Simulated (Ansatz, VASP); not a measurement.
## Cross-check of SiC between VASP and Ansatz

One calculation is typed for both programs; each brings its own data sets. How far apart do they land? The cell is taken from a series of runs on this material, whose earlier steps may have relaxed, scaled, displaced or heated it; both programs get it as it stands.

Calculated with Ansatz 0.2.0; plane waves, with VASP 6.6.1 beside it; zone-centre phonons at LDA.

## Step 1: The structure

Symmetry: P6_3mc, No. 186, hexagonal system. Conventional cell: a = 3.118 Å, b = 3.118 Å, c = 10.211 Å, α = 90.00°, β = 90.00°, γ = 120.00°. Nearest to C lie 4 Si at 1.91 to 1.92 Å. Nearest to C lie 4 Si at 1.91 Å. Nearest to Si lie 4 C at 1.91 to 1.92 Å. Si has 4 C at 1.91 Å nearest. Farther neighbours are not listed.

Structure file:

```
C Si
1.0
     3.11818    0.00000    0.00000
    -1.55909    2.70042    0.00000
     0.00000    0.00000   10.21060
C Si
4 4
Direct
  0.66667 0.33333 0.74978
  0.33333 0.66667 0.24978
  0.00000 0.00000 0.50046
  0.00000 0.00000 0.00046
  0.66667 0.33333 0.93789
  0.33333 0.66667 0.43789
  0.00000 0.00000 0.68787
  0.00000 0.00000 0.18787
```

## Step 2: VASP: zone-centre phonons, LDA

Second derivatives magnify differences that forces hide, and they need a tight electronic threshold.

Lines of VASP's logs that name or quote its potential files are left out, and so is its time.

File INCAR:

```
SYSTEM = SiC
PREC = Accurate
ENCUT = 600
EDIFF = 1E-08
NELM = 120
ISMEAR = 0
SIGMA = 0.01
LREAL = .FALSE.
ALGO = Normal
GGA = PW92
NBANDS = 24
LORBIT = 11
LWAVE = .FALSE.
LCHARG = .FALSE.
ISIF = 2
IBRION = 8
LEPSILON = .TRUE.
LASPH = .TRUE.
GGA_COMPAT = .FALSE.
EFERMI = MIDGAP
KPAR = 2
```

File POSCAR:

```
SiC
1.0
    3.1181772225      0.0000000000      0.0000000000
   -1.5590886113      2.7004206882      0.0000000000
    0.0000000000      0.0000000000     10.2105957393
C Si
4 4
Direct
    0.6666666666      0.3333333332      0.7497815861
    0.3333333332      0.6666666666      0.2497815861
    0.9999999999      0.9999999999      0.5004568705
    0.9999999999      0.9999999999      0.0004568705
    0.6666666666      0.3333333332      0.9378881465
    0.3333333332      0.6666666666      0.4378881465
    0.9999999999      0.9999999999      0.6878723968
    0.9999999999      0.9999999999      0.1878723968
```

File KPOINTS:

```
Automatic mesh
0
Gamma
9 9 4
0 0 0
```

PAW data sets: C and Si (LDA family, release 64).

The run is started by

```
mpirun -np 2 vasp_std
```

Numbers of over 12 decimals in the logs are rounded to 6 here.

The program printed:

```text
[banner, memory and clock lines left out]
running    2 mpi-ranks, on    1 nodes
 distrk:  each k-point on    1 cores,    2 groups
 distr:  one band on    1 cores,    1 groups

 POSCAR found type information on POSCAR C Si
 POSCAR found :  2 types and       8 ions
|                                                                             |
|               ----> ADVICE to this user running VASP <----                  |
|                                                                             |
|     You enforced a specific xc type in the INCAR file but a different       |
|     [... a line on the potential file left out ...]
|     I HOPE YOU KNOW WHAT YOU ARE DOING!                                     |
|                                                                             |

 LDA part: xc-table for (Slater(with rela. corr.)+PW92), standard interpolation
 POSCAR, INCAR and KPOINTS ok, starting setup
 FFT: planning ... GRIDC
 FFT: planning ... GRID_SOFT
 FFT: planning ... GRID
 WAVECAR not read
 entering main loop
       N       E                     dE             d eps       ncg     rms          rms(c)
DAV:   1     0.833018426829E+02    0.83302E+02   -0.15922E+04  1728   0.135E+03
DAV:   2    -0.663409600446E+02   -0.14964E+03   -0.13946E+03  2424   0.210E+02
DAV:   3    -0.740373691412E+02   -0.76964E+01   -0.76389E+01  2296   0.461E+01
DAV:   4    -0.741555791555E+02   -0.11821E+00   -0.11807E+00  2240   0.673E+00
DAV:   5    -0.741581322617E+02   -0.25531E-02   -0.25526E-02  2264   0.942E-01    0.173E+01
DAV:   6    -0.667216576498E+02    0.74365E+01   -0.23049E+01  2256   0.213E+01    0.787E+00
DAV:   7    -0.665273707554E+02    0.19429E+00   -0.19879E+00  2376   0.662E+00    0.322E+00
DAV:   8    -0.664564170271E+02    0.70954E-01   -0.12056E-01  2128   0.173E+00    0.110E+00
DAV:   9    -0.664447725540E+02    0.11644E-01   -0.18403E-02  2256   0.735E-01    0.157E-01
DAV:  10    -0.664448875166E+02   -0.11496E-03   -0.10267E-03  2208   0.176E-01    0.880E-02
DAV:  11    -0.664448983220E+02   -0.10805E-04   -0.54237E-05  2256   0.473E-02    0.188E-02
DAV:  12    -0.664448932762E+02    0.50457E-05   -0.11905E-05  2192   0.167E-02    0.106E-02
DAV:  13    -0.664448928548E+02    0.42144E-06   -0.16724E-06  2272   0.594E-03    0.217E-03
DAV:  14    -0.664448928597E+02   -0.49249E-08   -0.79779E-08  2264   0.182E-03
   1 F= -.66444893E+02 E0= -.66444893E+02  d E =0.000000E+00
 Linear response reoptimize wavefunctions to high precision
DAV:   1    -0.664448928625E+02   -0.27771E-08   -0.59670E-09  1912   0.406E-04
DAV:   2    -0.664448928625E+02   -0.49113E-10   -0.57659E-10  1552   0.149E-04
 Linear response G [H, r] |phi>, progress :
  Direction:   1
       N       E                     dE             d eps       ncg     rms
RMM:   1    -0.151689874208E+03   -0.15169E+03    0.64374E+00  4513   0.750E+01
RMM:   2    -0.102720448908E+03    0.48969E+02   -0.15857E+01  2981   0.225E+01
RMM:   3    -0.102919055640E+03   -0.19861E+00   -0.33298E-01  3133   0.322E+00
RMM:   4    -0.102924947853E+03   -0.58922E-02   -0.63345E-03  3300   0.583E-01
RMM:   5    -0.102925693537E+03   -0.74568E-03    0.10019E-04  3277   0.126E-01
RMM:   6    -0.102925785378E+03   -0.91841E-04    0.85014E-05  3365   0.322E-02
RMM:   7    -0.102925810229E+03   -0.24852E-04   -0.90262E-05  3322   0.107E-02
RMM:   8    -0.102925818539E+03   -0.83096E-05   -0.14101E-04  3419   0.581E-03
RMM:   9    -0.102925816209E+03    0.23294E-05   -0.97176E-05  3484   0.462E-03
RMM:  10    -0.102925818219E+03   -0.20096E-05   -0.16599E-04  3172   0.427E-03
RMM:  11    -0.102925818219E+03   -0.35971E-09   -0.10285E-04  2973   0.416E-03
RMM:  12    -0.102925818819E+03   -0.59928E-06   -0.14819E-04  2938   0.415E-03
RMM:  13    -0.102925816472E+03    0.23463E-05   -0.69494E-05  2849   0.413E-03
 Linear response G [H, r] |phi>, progress :
  Direction:   2
       N       E                     dE             d eps       ncg     rms
RMM:   1    -0.173084035242E+03   -0.17308E+03   -0.31395E+02  4387   0.718E+01
RMM:   2    -0.129771353143E+03    0.43313E+02   -0.11766E+01  2972   0.208E+01
RMM:   3    -0.130033471096E+03   -0.26212E+00   -0.74084E-02  3088   0.279E+00
RMM:   4    -0.130050099161E+03   -0.16628E-01    0.43345E-02  3285   0.473E-01
RMM:   5    -0.130054348712E+03   -0.42496E-02    0.95794E-03  3258   0.939E-02
RMM:   6    -0.130055116227E+03   -0.76751E-03    0.23275E-03  3341   0.224E-02
RMM:   7    -0.130055277462E+03   -0.16124E-03    0.75607E-04  3307   0.779E-03
RMM:   8    -0.130055300245E+03   -0.22783E-04    0.70114E-04  3387   0.487E-03
RMM:   9    -0.130055303555E+03   -0.33098E-05    0.50270E-04  3447   0.430E-03
RMM:  10    -0.130055303431E+03    0.12431E-06    0.53809E-04  3045   0.412E-03
RMM:  11    -0.130055305734E+03   -0.23030E-05    0.44210E-04  2874   0.410E-03
[...]
force on displaced ion       1 direction 3 :   0.000  -0.000 -23.891
 Born effective charge ion    1 direction 3 :   0.000  -0.000  -2.707
 Linear response progress:
  Degree of freedom:   3/  8
       N       E                     dE             d eps       ncg     rms          rms(c)
RMM:   1    -0.126250062956E+00   -0.12625E+00    0.59472E-02 16440   0.171E+00
RMM:   2    -0.122081611068E+00    0.41685E-02   -0.53737E-03 12726   0.376E-01    0.193E-01
[...]
RMM:   2    -0.149137309872E-01    0.32928E-02   -0.12034E-03 12990   0.215E-01    0.123E-01
RMM:   3    -0.148204593816E-01    0.93272E-04    0.16135E-04 13715   0.502E-02    0.718E-02
RMM:   4    -0.148592833960E-01   -0.38824E-04    0.16685E-04 13223   0.454E-02    0.732E-03
RMM:   5    -0.148614232140E-01   -0.21398E-05   -0.30267E-05 13941   0.100E-02    0.222E-03
RMM:   6    -0.148585205242E-01    0.29027E-05   -0.90111E-07 14364   0.154E-03    0.815E-04
RMM:   7    -0.148577514915E-01    0.76903E-06    0.15393E-06 14510   0.397E-04    0.123E-04
RMM:   8    -0.148576120020E-01    0.13949E-06    0.10122E-07 14548   0.125E-04    0.193E-05
RMM:   9    -0.148576410909E-01   -0.29089E-07    0.15087E-07 14872   0.514E-05    0.378E-06
RMM:  10    -0.148576408975E-01    0.19335E-09    0.17636E-07 15247   0.319E-05    0.179E-06
RMM:  11    -0.148576401388E-01    0.75875E-09    0.16432E-07 14823   0.281E-05    0.579E-07
RMM:  12    -0.148576397823E-01    0.35649E-09    0.17255E-07 13591   0.268E-05    0.140E-07
RMM:  13    -0.148576394573E-01    0.32504E-09    0.17378E-07 12509   0.265E-05    0.412E-08
 first order change of Fermi-energy  -0.40893E+00
 force on displaced ion       5 direction 1 : -17.825  -0.000   0.000
 Born effective charge ion    5 direction 1 :   2.643  -0.000  -0.000
 Linear response progress:
  Degree of freedom:   6/  8
       N       E                     dE             d eps       ncg     rms          rms(c)
RMM:   1    -0.437307513619E-01   -0.43731E-01    0.40793E-02  5706   0.119E+00
RMM:   2    -0.349522149317E-01    0.87785E-02   -0.43872E-03  3450   0.377E-01    0.148E-01
RMM:   3    -0.343210242055E-01    0.63119E-03   -0.97939E-04  3747   0.109E-01    0.843E-02
RMM:   4    -0.340304019145E-01    0.29062E-03   -0.50870E-04  3879   0.791E-02    0.262E-02
RMM:   5    -0.340179025858E-01    0.12499E-04   -0.94017E-05  3857   0.264E-02    0.655E-03
RMM:   6    -0.340260198117E-01   -0.81172E-05   -0.13399E-05  3702   0.961E-03    0.283E-03
RMM:   7    -0.340267165839E-01   -0.69677E-06   -0.33024E-06  3779   0.326E-03    0.912E-04
RMM:   8    -0.340287214700E-01   -0.20049E-05   -0.15978E-06  3839   0.117E-03    0.332E-04
RMM:   9    -0.340286260923E-01    0.95378E-07   -0.85954E-07  3865   0.299E-04    0.167E-04
RMM:  10    -0.340286957969E-01   -0.69705E-07   -0.18953E-06  3846   0.218E-04    0.280E-05
RMM:  11    -0.340286378241E-01    0.57973E-07   -0.96630E-07  3891   0.884E-05    0.868E-06
RMM:  12    -0.340286071985E-01    0.30626E-07   -0.35980E-07  3945   0.444E-05    0.598E-06
RMM:  13    -0.340285020204E-01    0.10518E-06    0.95812E-07  4105   0.383E-05    0.727E-07
RMM:  14    -0.340285280616E-01   -0.26041E-07    0.52670E-07  3947   0.349E-05    0.351E-07
RMM:  15    -0.340285341370E-01   -0.60754E-08    0.40441E-07  3486   0.340E-05    0.151E-07
RMM:  16    -0.340285394036E-01   -0.52666E-08    0.41556E-07  3433   0.339E-05    0.814E-08
 first order change of Fermi-energy  -0.30726E+00
 force on displaced ion       5 direction 3 :   0.000   0.000 -27.678
 Born effective charge ion    5 direction 3 :   0.000  -0.000   2.610
 Linear response progress:
  Degree of freedom:   7/  8
       N       E                     dE             d eps       ncg     rms          rms(c)
RMM:   1    -0.183826970185E-01   -0.18383E-01   -0.31093E-03 19212   0.802E-01
RMM:   2    -0.150330848492E-01    0.33496E-02   -0.19164E-03 12949   0.218E-01    0.123E-01
RMM:   3    -0.149286420480E-01    0.10444E-03   -0.35957E-04 13703   0.508E-02    0.717E-02
RMM:   4    -0.149667492218E-01   -0.38107E-04   -0.34400E-04 13256   0.455E-02    0.726E-03
RMM:   5    -0.149138766012E-01    0.52873E-04    0.14996E-05 13996   0.101E-02    0.225E-03
RMM:   6    -0.149153748103E-01   -0.14982E-05   -0.12984E-06 14388   0.158E-03    0.801E-04
RMM:   7    -0.149150492643E-01    0.32555E-06   -0.16959E-06 14474   0.408E-04    0.138E-04
RMM:   8    -0.149146166541E-01    0.43261E-06   -0.35801E-07 14570   0.133E-04    0.196E-05
RMM:   9    -0.149146778758E-01   -0.61222E-07   -0.49383E-07 14871   0.547E-05    0.403E-06
RMM:  10    -0.149146759024E-01    0.19734E-08   -0.44922E-07 15131   0.346E-05    0.199E-06
RMM:  11    -0.149146813737E-01   -0.54713E-08   -0.51587E-07 14887   0.308E-05    0.608E-07
RMM:  12    -0.149146763494E-01    0.50243E-08   -0.47119E-07 13686   0.293E-05    0.162E-07
RMM:  13    -0.149146766869E-01   -0.33745E-09   -0.47238E-07 12556   0.289E-05    0.517E-08
 first order change of Fermi-energy   0.43054E+00
 force on displaced ion       7 direction 1 : -17.994  -0.001   0.000
 Born effective charge ion    7 direction 1 :   2.652  -0.000   0.000
 Linear response progress:
  Degree of freedom:   8/  8
       N       E                     dE             d eps       ncg     rms          rms(c)
RMM:   1    -0.455826565960E-01   -0.45583E-01    0.23730E-02  5752   0.119E+00
RMM:   2    -0.350567162182E-01    0.10526E-01   -0.57743E-03  3461   0.384E-01    0.149E-01
RMM:   3    -0.342687120285E-01    0.78800E-03   -0.10150E-03  3761   0.112E-01    0.851E-02
RMM:   4    -0.339455954901E-01    0.32312E-03   -0.32394E-04  3874   0.803E-02    0.271E-02
RMM:   5    -0.339559725359E-01   -0.10377E-04   -0.12823E-04  3861   0.274E-02    0.694E-03
RMM:   6    -0.339651300522E-01   -0.91575E-05   -0.43609E-05  3718   0.100E-02    0.299E-03
RMM:   7    -0.339623877454E-01    0.27423E-05    0.23055E-06  3792   0.351E-03    0.977E-04
RMM:   8    -0.339647562132E-01   -0.23685E-05    0.16961E-06  3838   0.122E-03    0.377E-04
RMM:   9    -0.339639810466E-01    0.77517E-06    0.97533E-06  3864   0.331E-04    0.174E-04
RMM:  10    -0.339638761878E-01    0.10486E-06    0.11736E-05  3875   0.231E-04    0.317E-05
RMM:  11    -0.339638726608E-01    0.35271E-08    0.12343E-05  3882   0.929E-05    0.866E-06
RMM:  12    -0.339641439933E-01   -0.27133E-06    0.90446E-06  3964   0.429E-05    0.532E-06
RMM:  13    -0.339642038877E-01   -0.59894E-07    0.88564E-06  4055   0.345E-05    0.106E-06
RMM:  14    -0.339642328382E-01   -0.28950E-07    0.83301E-06  4082   0.323E-05    0.381E-07
RMM:  15    -0.339642380102E-01   -0.51720E-08    0.82610E-06  3531   0.313E-05    0.196E-07
RMM:  16    -0.339642452460E-01   -0.72359E-08    0.80217E-06  3375   0.311E-05    0.457E-08
 first order change of Fermi-energy  -0.20564E+00
 force on displaced ion       7 direction 3 :   0.000  -0.000 -27.876
 Born effective charge ion    7 direction 3 :   0.000   0.000   2.875
 Born effective charges drift removed
 Linear response finished
```

(Continued in part 2 of 3.)

[Lines on the potential files, build, host, timing and source positions are cut from VASP's logs without a mark.]

[Logs are printed without paths, hosts, clocks, repeated set-up lines and the standing remarks that a program may print on its own settings, such as how far it seeks lower states.]

[Hosts, paths, dates, database ids (printed as entryN), source tags and the programs' standing remarks are cut or masked in the printed files.]
